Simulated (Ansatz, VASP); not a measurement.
**GaP in two plane-wave programs**

Wanted: the spread between two codes on one cell, functional and k mesh. The cell is taken from a series of runs on this material, whose earlier steps may have relaxed, scaled, displaced or heated it; both programs get it as it stands.

Method: plane waves, with VASP 6.6.1 beside it; zone-centre phonons at LDA, in Ansatz 0.2.0.

## (1) The structure

The structure is cubic, space group F-43m (No. 216). The conventional cell has a = 5.391 Å, b = 5.391 Å, c = 5.391 Å, α = 90.00°, β = 90.00°, γ = 90.00°. Nearest to P lie 4 Ga at 2.33 Å. Ga has 4 P at 2.33 Å nearest. Farther neighbours are not listed.

## (2) VASP: zone-centre phonons, LDA

Second derivatives magnify differences that forces hide, and they need a tight electronic threshold.

Lines of VASP's logs that name or quote its potential files are left out, and so is its time.

Contents of INCAR:

```
SYSTEM = GaP
PREC = Accurate
ENCUT = 500
EDIFF = 1E-08
NELM = 120
ISMEAR = -1
SIGMA = 0.03
LREAL = .FALSE.
ALGO = Normal
GGA = CA
NELECT = 17.992164
NBANDS = 14
LORBIT = 11
LWAVE = .FALSE.
LCHARG = .FALSE.
ISIF = 2
IBRION = 8
LASPH = .TRUE.
GGA_COMPAT = .FALSE.
KPAR = 2
```

Contents of POSCAR:

```
GaP
1.0
    0.0000000000      2.6957056919      2.6957056919
    2.6957056919      0.0000000000      2.6957056919
    2.6957056919      2.6957056919      0.0000000000
P Ga
1 1
Direct
    0.7500000000      0.7500000000      0.7500000000
    0.0000000000      0.0000000000      0.0000000000
```

Contents of KPOINTS:

```
Automatic mesh
0
Gamma
24 24 24
0 0 0
```

PAW data sets: P and Ga_d (LDA family, release 64).

The run is started by

```bash
$ mpirun -np 2 vasp_std
```

Numbers of over 12 decimals in the logs are rounded to 6 here.

Output:

```text
[banner, memory and clock lines left out]
running    2 mpi-ranks, on    1 nodes
 distrk:  each k-point on    1 cores,    2 groups
 distr:  one band on    1 cores,    1 groups

 POSCAR found type information on POSCAR P Ga
 POSCAR found :  2 types and       2 ions
 LDA part: xc-table for (Slater(with rela. corr.)+CA(PZ))
 , standard interpolation
 POSCAR, INCAR and KPOINTS ok, starting setup
 FFT: planning ... GRIDC
 FFT: planning ... GRID_SOFT
 FFT: planning ... GRID
 WAVECAR not read
 entering main loop
       N       E                     dE             d eps       ncg     rms          rms(c)
DAV:   1     0.787005774701E+02    0.78701E+02   -0.84182E+03 11878   0.169E+03
DAV:   2    -0.465264187386E+01   -0.83353E+02   -0.79905E+02 12896   0.323E+02
DAV:   3    -0.107118953929E+02   -0.60593E+01   -0.60311E+01 14342   0.719E+01
DAV:   4    -0.108170838773E+02   -0.10519E+00   -0.10513E+00 14294   0.103E+01
DAV:   5    -0.108192940031E+02   -0.22101E-02   -0.22100E-02 14948   0.129E+00BRMIX: very serious problems
 the old and the new charge density differ
 old charge density:    18.00000 new   17.99216
BRMIX: very serious problems
 the old and the new charge density differ
 old charge density:    18.00000 new   17.99216
    0.448E+00
DAV:   6    -0.105457845597E+02    0.27351E+00   -0.40260E-01 17794   0.121E+01    0.288E+00
DAV:   7    -0.104958379462E+02    0.49947E-01   -0.96792E-02 14570   0.239E+00    0.106E+00
DAV:   8    -0.104912715195E+02    0.45664E-02   -0.12715E-02 14588   0.141E+00    0.202E-01
DAV:   9    -0.104912384322E+02    0.33087E-04   -0.10556E-03 17612   0.461E-01    0.622E-02
DAV:  10    -0.104912349322E+02    0.35000E-05   -0.50874E-05 17754   0.883E-02    0.227E-02
DAV:  11    -0.104912409818E+02   -0.60496E-05   -0.79409E-06 14884   0.448E-02    0.653E-03
DAV:  12    -0.104912407924E+02    0.18943E-06   -0.55674E-07 15818   0.963E-03    0.430E-03
DAV:  13    -0.104912407869E+02    0.54924E-08   -0.14339E-07 14834   0.396E-03    0.715E-04
DAV:  14    -0.104912407860E+02    0.87402E-09   -0.62149E-09  9118   0.121E-03
   1 F= -.10491241E+02 E0= -.10491080E+02  d E =-.321818E-03
 Linear response reoptimize wavefunctions to high precision
DAV:   1    -0.104912407862E+02   -0.16507E-09   -0.15064E-09 10552   0.428E-04
DAV:   2    -0.104912407862E+02   -0.24556E-10   -0.24311E-10  7012   0.164E-04
 Linear response DOF=           2
 Linear response progress:
  Degree of freedom:   1/  2
       N       E                     dE             d eps       ncg     rms          rms(c)
RMM:   1    -0.507450601923E-01   -0.50745E-01    0.57441E-03126265   0.195E+00
RMM:   2    -0.473344282023E-01    0.34106E-02   -0.65257E-03 99688   0.595E-01    0.122E-01
RMM:   3    -0.473922946165E-01   -0.57866E-04   -0.51657E-04110280   0.187E-01    0.593E-02
RMM:   4    -0.476748810231E-01   -0.28259E-03   -0.91669E-05106327   0.742E-02    0.115E-02
RMM:   5    -0.476823238170E-01   -0.74428E-05   -0.10688E-05114374   0.249E-02    0.692E-03
RMM:   6    -0.476638001354E-01    0.18524E-04   -0.18950E-06107101   0.938E-03    0.367E-03
RMM:   7    -0.476672770825E-01   -0.34769E-05   -0.14564E-07112041   0.362E-03    0.139E-03
RMM:   8    -0.476643981224E-01    0.28790E-05    0.31902E-09108649   0.132E-03    0.112E-04
RMM:   9    -0.476640700599E-01    0.32806E-06   -0.21592E-09111906   0.397E-04    0.559E-05
RMM:  10    -0.476641031043E-01   -0.33044E-07   -0.35195E-09109762   0.140E-04    0.326E-06
RMM:  11    -0.476641159578E-01   -0.12854E-07   -0.46158E-09111873   0.507E-05    0.500E-06
RMM:  12    -0.476641209249E-01   -0.49670E-08   -0.86663E-09106459   0.203E-05    0.100E-06
 first order change of Fermi-energy   0.15960E-03
 force on displaced ion       1 direction 1 :  -9.970  -0.000  -0.000
 Linear response progress:
  Degree of freedom:   2/  2
       N       E                     dE             d eps       ncg     rms          rms(c)
RMM:   1    -0.167087660970E+00   -0.16709E+00    0.11807E-01 70161   0.929E+00
RMM:   2    -0.165020733059E+00    0.20669E-02   -0.28926E-02105256   0.158E+00    0.592E-02
RMM:   3    -0.165452087976E+00   -0.43135E-03   -0.38949E-03110433   0.450E-01    0.446E-02
RMM:   4    -0.165338866525E+00    0.11322E-03   -0.11538E-03114807   0.168E-01    0.117E-02
RMM:   5    -0.165325065715E+00    0.13801E-04   -0.61836E-05114685   0.435E-02    0.520E-03
RMM:   6    -0.165326657543E+00   -0.15918E-05   -0.19101E-05112963   0.160E-02    0.893E-04
RMM:   7    -0.165324810128E+00    0.18474E-05   -0.69417E-06114196   0.649E-03    0.273E-04
RMM:   8    -0.165322887636E+00    0.19225E-05   -0.38135E-06114641   0.280E-03    0.790E-05
RMM:   9    -0.165322760198E+00    0.12744E-06   -0.20384E-06115789   0.119E-03    0.406E-05
RMM:  10    -0.165322386870E+00    0.37333E-06   -0.10846E-06114600   0.542E-04    0.134E-05
RMM:  11    -0.165322296129E+00    0.90741E-07   -0.52091E-07117605   0.246E-04    0.460E-06
RMM:  12    -0.165322287388E+00    0.87409E-08   -0.47785E-07116673   0.116E-04    0.337E-06
RMM:  13    -0.165322259030E+00    0.28359E-07   -0.29304E-07114901   0.559E-05    0.291E-06
RMM:  14    -0.165322215551E+00    0.43478E-07   -0.24617E-07111044   0.301E-05    0.156E-06
RMM:  15    -0.165322222741E+00   -0.71898E-08   -0.15237E-07106514   0.156E-05    0.478E-07
RMM:  16    -0.165322218741E+00    0.40004E-08   -0.14774E-07 84566   0.888E-06    0.134E-07
RMM:  17    -0.165322215403E+00    0.33378E-08   -0.11118E-07 66648   0.596E-06    0.165E-07
RMM:  18    -0.165322213708E+00    0.16943E-08   -0.10725E-07 66258   0.469E-06    0.432E-08
 first order change of Fermi-energy  -0.12853E-04
 force on displaced ion       2 direction 1 :  -9.977   0.000   0.000
 Linear response finished
```

Parts of OUTCAR (step 2):

```text
NELECT = 17.992164

 ion  position               nearest neighbor table
   1  0.750  0.750  0.750-   2 2.33   2 2.33   2 2.33   2 2.33
   2  0.000  0.000  0.000-   1 2.33   1 2.33   1 2.33   1 2.33

  LATTYP: Found a face centered cubic cell.
 ALAT       =     5.3914113838

 Subroutine GETGRP returns: Found 24 space group operations
 (whereof 24 operations were pure point group operations)

The static configuration has the point symmetry T_d .

 Found    413 irreducible k-points:

   k-points           NKPTS =    413   k-points in BZ     NKDIM =    413   number of bands    NBANDS=     14

   dimension x,y,z NGX =    28 NGY =   28 NGZ =   28
   dimension x,y,z NGXF=    56 NGYF=   56 NGZF=   56

   ENCUT  =  500.0 eV  36.75 Ry    6.06 a.u.   6.95  6.95  6.95*2*pi/ulx,y,z

 k-points in reciprocal lattice and weights: Automatic mesh
   0.00000000  0.00000000  0.00000000       0.000
   0.04166667  0.00000000  0.00000000       0.001
   0.08333333  0.00000000  0.00000000       0.001
   0.12500000  0.00000000  0.00000000       0.001
   0.16666667  0.00000000  0.00000000       0.001
   0.20833333  0.00000000  0.00000000       0.001
   0.25000000  0.00000000  0.00000000       0.001
   0.29166667  0.00000000  0.00000000       0.001
   0.33333333  0.00000000  0.00000000       0.001
[...]
-0.29166667  0.50000000  0.20833333       0.001
  -0.25000000  0.50000000  0.25000000       0.000

 average (electrostatic) potential at core
       1 -84.3233       2 -66.2634

  Total       -0.0570728     -0.0570728     -0.0570728      0.0000000      0.0000000     -0.0000000
  in kB       -2.3339536     -2.3339536     -2.3339536      0.0000000      0.0000000     -0.0000000
  external PRESSURE =      -2.3339536 kB  Pullay stress =       0.0000000 kB

  energy-cutoff  :      500.00
  volume of cell :       39.18
      direct lattice vectors                 reciprocal lattice vectors
     0.000000000  2.695705692  2.695705692    -0.185480189  0.185480189  0.185480189
     2.695705692  0.000000000  2.695705692     0.185480189 -0.185480189  0.185480189
     2.695705692  2.695705692  0.000000000     0.185480189  0.185480189 -0.185480189

 POSITION                                       TOTAL-FORCE (eV/Angst)
 -----------------------------------------------------------------------------------
      4.04356      4.04356      4.04356        -0.000000     -0.000000     -0.000000
      0.00000      0.00000      0.00000         0.000000      0.000000      0.000000
 -----------------------------------------------------------------------------------
    total drift:                               -0.000000     -0.000000     -0.000000

 Eigenvectors and eigenvalues of the dynamical matrix
 ----------------------------------------------------

   1 f  =   10.660043 THz    66.979024 2PiTHz  355.580753 cm-1    44.086375 meV
             X         Y         Z           dx          dy          dz
      4.043559  4.043559  4.043559     0.000000    0.832020    0.000000
      0.000000  0.000000  0.000000     0.000000   -0.554745    0.000000

   2 f  =   10.660043 THz    66.979024 2PiTHz  355.580753 cm-1    44.086375 meV
             X         Y         Z           dx          dy          dz
      4.043559  4.043559  4.043559     0.832020    0.000000    0.000000
      0.000000  0.000000  0.000000    -0.554745    0.000000    0.000000

   3 f  =   10.660043 THz    66.979024 2PiTHz  355.580753 cm-1    44.086375 meV
             X         Y         Z           dx          dy          dz
      4.043559  4.043559  4.043559     0.000000    0.000000    0.832020
      0.000000  0.000000  0.000000     0.000000    0.000000   -0.554745

   4 f/i=    0.001692 THz     0.010631 2PiTHz    0.056436 cm-1     0.006997 meV
             X         Y         Z           dx          dy          dz
      4.043559  4.043559  4.043559    -0.554745    0.000000    0.000000
      0.000000  0.000000  0.000000    -0.832020    0.000000    0.000000

   5 f/i=    0.001692 THz     0.010631 2PiTHz    0.056436 cm-1     0.006997 meV
             X         Y         Z           dx          dy          dz
      4.043559  4.043559  4.043559     0.000000   -0.554745    0.000000
      0.000000  0.000000  0.000000     0.000000   -0.832020    0.000000

   6 f/i=    0.001692 THz     0.010631 2PiTHz    0.056436 cm-1     0.006997 meV
             X         Y         Z           dx          dy          dz
      4.043559  4.043559  4.043559     0.000000    0.000000   -0.554745
      0.000000  0.000000  0.000000     0.000000    0.000000   -0.832020

 ELASTIC MODULI CONTR FROM IONIC RELAXATION (kBar)
 Direction    XX          YY          ZZ          XY          YZ          ZX
 --------------------------------------------------------------------------------
 XX           0.0000      0.0000      0.0000      0.0000      0.0000      0.0000
 YY           0.0000      0.0000      0.0000      0.0000      0.0000      0.0000
 ZZ           0.0000      0.0000      0.0000      0.0000      0.0000      0.0000
 XY           0.0000      0.0000      0.0000   -265.5456      0.0000      0.0000
 YZ           0.0000      0.0000      0.0000      0.0000   -265.5456      0.0000
 ZX           0.0000      0.0000      0.0000      0.0000      0.0000   -265.5456
 --------------------------------------------------------------------------------
```

## (3) Ansatz: zone-centre phonons, LDA

Ansatz runs on its PAW soft_1 files.

The same cell, functional (in two slightly different forms), mesh and smearing now go to Ansatz, which takes its cutoff from its data sets.

Contents of input.yaml:

```yaml
crystal:
  lattice:
    - [0.0, 2.6957056919, 2.6957056919]
    - [2.6957056919, 0.0, 2.6957056919]
    - [2.6957056919, 2.6957056919, 0.0]
  atoms:
    - { symbol: P, position: [0.75, 0.75, 0.75] }
    - { symbol: Ga, position: [0.0, 0.0, 0.0] }
total_charge: 0.007836
kpoints:
  mp_grid: { grid: [24, 24, 24] }
hamiltonian:
  xc: lda
  pseudopotentials: { kind: paw, azcp: { folder: soft_1 }, xc_functional: pbe }
scf:
  occupations: { method: fermi_dirac, width: 0.03 }
output:
  eigenvalues: true
phonons:
  method: dfpt
```

The run is started by

```bash
$ ansatz run input.yaml --threads 8 --pin off --max-ram 16384MiB --backend cpu --events-out ev --progress --plain --runs-dir out
```

Output:

```text
zone centre: on kpoints.mp_grid the ground state, and the responses unless they are solved on pairs of k-points, stand on 1063 of the mesh's 13824 k-points, reduced under 8 symmetry operations, with k and −k counted as one. Each operation leaves every solved displacement unchanged or reverses it
Engine: ansatz 0.2.0, aarch64-unknown-linux-gnu
Pseudopotentials: kind: paw
Pseudopotential: P, paw, valence charge 5, recommended cutoff 420 eV (normal), soft_1/P.paw.azcp
Pseudopotential: Ga, paw, valence charge 13, recommended cutoff 420 eV (normal), soft_1/Ga.paw.azcp
Functional definition: SPW92
  exchange = slater_x
  correlation = pw_c
Crystal: 2 atoms, lattice volume = 39.178 Å³
Basis set: ecut = 420 eV, 749 PW (Γ), exchange–correlation on 54×54×54 points (8 copies of the dense FFT grid, shifted against one another)
Bands: 13, of which v1, the nominal top of the filled ones, is band 9 counted from 1 (8 counted from 0)
Symmetry: 24 space group operations
k-points: 1063 of 13824 (irreducible under 8 space group operations, time reversal used)
Non-local potential: P, projectors of the file, l = 0: 2, l = 1: 2, l = 2: 1
Non-local potential: Ga, projectors of the file, l = 0: 2, l = 1: 2, l = 2: 3, l = 3: 1
PAW form: soft (Blöchl's): semilocal exchange-correlation on the pseudo side does not see the compensation charge
PAW frozen core: P, regenerated for the run's functional, and the local potential with it (the file was generated under x = pbe(κ = 0.804, μ = 0.219515), c = pbe(β = 0.066725))
PAW frozen core: Ga, regenerated for the run's functional, and the local potential with it (the file was generated under x = pbe(κ = 0.804, μ = 0.219515), c = pbe(β = 0.066725))
PAW one-centre angular grid: P, 110 points (default); XC on 64 Gauss nodes
PAW one-centre angular grid: Ga, 590 points (default); XC on 64 Gauss nodes
Initial density: superposition of atomic densities (chi_scale 0.1, normalization cell, long waves kept (reshape's long-wave potential 0.00 eV rms))
Initial wavefunctions: pseudopotential atomic-orbital guess
Functional: x = slater, c = lda
SCF iter   1: F=—  HF=-4434.025882 eV  |F-HF|=—  |Δ(HF+E_count)|=         —  Δρ=4.54e-2  dr2=6.62e-1  ethr=3.10e-3  ⟨swp⟩=6.4  Hψ=96830  notcnv=0
preconditioner: auto → Kerker (q_TF=auto, 2.396 Å⁻¹)  [metal: Δε(μ)=0.052 eV  Ē_g=15.556 eV  σ=0.030 eV  W_gap=0.38  n_scr=14 (ndim 8)  ℏωp=25.2 eV  f_vac=0.000  D(μ)=0.12/eV (n_scr^D=0)]
SCF iter   2: F=—  HF=-4433.904985 eV  |F-HF|=—  |Δ(HF+E_count)|=   1.21e-1  Δρ=2.76e-2  dr2=2.58e-1  ethr=3.10e-3  ⟨swp⟩=2.0  Hψ=26552  notcnv=0
SCF iter   3: F=—  HF=-4433.836760 eV  |F-HF|=—  |Δ(HF+E_count)|=   6.82e-2  Δρ=5.32e-3  dr2=1.42e-2  ethr=1.44e-3  ⟨swp⟩=3.0  Hψ=27610  notcnv=0
SCF iter   4: F=—  HF=-4433.830586 eV  |F-HF|=—  |Δ(HF+E_count)|=   6.17e-3  Δρ=2.90e-3  dr2=5.44e-3  ethr=7.91e-5  ⟨swp⟩=2.7  Hψ=28398  notcnv=0
SCF iter   5: F=—  HF=-4433.829278 eV  |F-HF|=—  |Δ(HF+E_count)|=   1.31e-3  Δρ=1.28e-3  dr2=7.25e-4  ethr=3.02e-5  ⟨swp⟩=2.0  Hψ=27646  notcnv=0
SCF iter   6: F=—  HF=-4433.829399 eV  |F-HF|=—  |Δ(HF+E_count)|=   1.20e-4  Δρ=1.74e-4  dr2=1.26e-5  ethr=4.03e-6  ⟨swp⟩=2.0  Hψ=23222  notcnv=0
SCF iter   7: F=—  HF=-4433.829405 eV  |F-HF|=—  |Δ(HF+E_count)|=   6.60e-6  Δρ=4.11e-5  dr2=3.90e-7  ethr=6.98e-8  ⟨swp⟩=2.7  Hψ=21607  notcnv=0
SCF iter   8: F=—  HF=-4433.829406 eV  |F-HF|=—  |Δ(HF+E_count)|=   3.91e-7  Δρ=7.64e-6  dr2=2.05e-8  ethr=2.17e-9  ⟨swp⟩=2.0  Hψ=22887  notcnv=0
SCF iter   9: F=—  HF=-4433.829406 eV  |F-HF|=—  |Δ(HF+E_count)|=   6.97e-9  Δρ=1.87e-6  dr2=2.14e-9  ethr=1.14e-10  ⟨swp⟩=2.4  Hψ=23677  notcnv=0
SCF iter  10: F=—  HF=-4433.829406 eV  |F-HF|=—  |Δ(HF+E_count)|=  4.33e-10  Δρ=4.85e-7  dr2=1.23e-10  ethr=1.19e-11  ⟨swp⟩=1.1  Hψ=13965  notcnv=0
SCF iter  11: F=-4433.829406 eV  HF=-4433.829406 eV  |F-HF|=1.82e-12  |Δ(HF+E_count)|=  3.46e-11  Δρ=1.11e-7  dr2=3.86e-12  ethr=1.00e-12  ⟨swp⟩=6.5  Hψ=83708  notcnv=0
SCF 1 converged in 11 iterations: F = -4433.829406 eV  dr2 = 3.86e-12
  greatest PAW one-centre occupation: 0.994 electrons in one spin orbital (limit 2), on the Ga atom at site 1 (counted from 0), in its partial waves of l = 2
DFPT response loops at Γ: preconditioner auto → Kerker (q_TF=auto, 2.396 Å⁻¹) (partly filled bands, converged f_vac=0.003); β = 1.00, the filter's whole step (`scf.mixing.beta` (0.50) is not read by the response loops under this deck's `scf.mixing.preconditioner`; to damp them name `kerker` or `kerker_dos`, under which they read `scf.mixing.beta`, and type it under 1.00, their step now; both keys bind the ground state too); Broyden in place of MSR1
SCF converged after 11 iterations
Free energy (F): -4433.829406 eV
Harris-Foulkes:  -4433.829406 eV  (|F-HF|=1.82e-12)
Internal energy: -4433.829084 eV  (E = F + TS)
E sigma→0 (E₀):  -4433.829245 eV
Entropy (-TS):   -0.000321 eV (-0.161 meV/atom)
Fermi energy:    7.159681 eV
--- Per-component energies (eV) ---
  E_band       = -58.685795
  E_kinetic    = 181.976633
  E_local      = -1658.731712  (includes V_loc(G=0)·N_el)
  E_nonlocal   = -57.309443
  E_hartree    = 1006.345717
  E_xc         = -135.856537
  E_vxc        = -118.470558  (∫ρ·V_xc dr)
  E_paw        = -2445.068166  (= ΣΔE_a)
  E_vpaw       = -418.841911  (= ΣTr[D̂ρ^β])
  E_aug_tail   = -0.000182  (compensation charges beyond the density's cutoff)
  E_ewald      = -1327.031227
  E_core_change = 1.845833  (= ΣΔE_core)
  E_smearing   = -0.000321  (= −TS)
  E_closure    = -0.000000  (closes the sum)
  E_deformation_potential = 0.109054  (in the stress; not in F)
  Σ components = -4433.829406   (vs F -4433.829406, Δ=0.00e0)
--- Band table (eV; the first three rows and the last of 1063) ---
  k-point 0: bands = [... 5 lower, -5.5246, 7.2415, 7.2415, 7.2415, 9.1239, 11.0251, 11.0251, 11.0251]
  k-point 1: bands = [... 5 lower, -5.5009, 6.9499, 7.2103, 7.2103, 9.3159, 11.0628, 11.0724, 11.0724]
  k-point 2: bands = [... 5 lower, -5.4301, 6.3128, 7.1230, 7.1230, 9.6023, 11.2039, 11.2039, 11.2445]
  k-point 1062: bands = [... 5 lower, -2.2661, 0.4610, 3.4677, 3.6112, 11.8459, 12.1491, 13.2454, 13.3047]
--- Phonons (Γ-DFPT): 2 representative perturbations + reference, on 1063 of 13824 k-points (Σ response iterations 6) ---
  k mesh reduced under 8 symmetry operations, with k and −k counted as one. Each operation leaves every solved displacement unchanged or reverses it
  ASR residual: 7.936e-5 → 0.000e0 eV/Å²; symmetrization residual: 2.150e-6 eV/Å²
  ASR residual per site (eV/Å²): 2.36e-5 7.94e-5
  Γ frequencies (cm⁻¹): 0.00 0.00 0.00 355.63 355.63 355.63
  non-analytic LO–TO correction: not included (Born effective charges unavailable; polar crystals: no LO–TO splitting at Γ)
```

Reading the cycles: dr2 is the Hartree energy of the density residual (eV), the measure of convergence; HF is the Harris–Foulkes estimate of the energy, which meets the free energy F at convergence.

## (4) Differences

Known differences besides the potentials themselves: the two LDA forms differ slightly; the cutoff is 420 eV in Ansatz and 500 eV in VASP; VASP's log shows a relativistic correction to its local exchange, Ansatz's none. Total energies have different zeros and are not compared.

Compared:

| quantity | Ansatz | VASP | difference |
| --- | --- | --- | --- |
| optical mode 1 to 3 (cm⁻¹) | 355.6 | 355.6 | +0.01 % |

Modes are paired by rising frequency, not by their patterns, so a pair may set unlike modes beside each other; they are those without the splitting of longitudinal modes. The cell carries a charge of +0.007836 e against a uniform background, so its pressure also hangs on how the neutralising background is counted, and in a defect's cell a gap may be the spacing between its levels.

## (5) Summary of results

```json
{
 "r.m.s. difference of the optical zone-centre modes, each program's sorted by frequency (zone-centre phonons, LDA)": "0.049 cm⁻¹"
}
```

The r.m.s. difference of the optical zone-centre modes, each program's sorted by frequency is 0.049 cm⁻¹ (zone-centre phonons, LDA). How closely two codes agree says nothing of how well the functional describes the real material.

[Lines on the potential files, build, host, timing and source positions are cut from VASP's logs without a mark.]

[Logs are printed without paths, hosts, clocks, repeated set-up lines and the standing remarks that a program may print on its own settings, such as how far it seeks lower states.]

[Hosts, paths, dates, database ids (printed as entryN), source tags and the programs' standing remarks are cut or masked in the printed files.]
